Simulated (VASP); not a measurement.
Here is the system:

```yaml
crystal:
  lattice:
    - [2.09570, -3.62985, 0.00000]
    - [2.09570, 3.62985, 0.00000]
    - [0.00000, 0.00000, 6.81191]
  atoms:
    - { symbol: Cd, position: [0.66667, 0.33333, 0.50002] }
    - { symbol: Cd, position: [0.33333, 0.66667, 0.00002] }
    - { symbol: S, position: [0.66667, 0.33333, 0.87698] }
    - { symbol: S, position: [0.33333, 0.66667, 0.37698] }
```

Computed with optB88-vdW, VASP's PBE PAW potentials (set 64) (plane waves; VASP 6.6.1). Numerical set-up: 520 eV cut-off, 7×7×4 Γ-centred mesh, tetrahedra with Blöchl corrections, potentials Cd S.

The cores are frozen, which limits the accuracy of field gradients.

Give the principal components of the electric field gradient (V/Å²) and the asymmetry η at each nucleus.

| atom | Vxx | Vyy | Vzz | η |
|---|---|---|---|---|
| Cd1 | -1.8 | -1.8 | 3.6 | 0.00 |
| Cd2 | -1.8 | -1.8 | 3.6 | 0.00 |
| S3 | 0.4 | 0.4 | -0.8 | 0.00 |
| S4 | 0.4 | 0.4 | -0.8 | 0.00 |

The compound is CdS in the wurtzite structure. It was relaxed first.
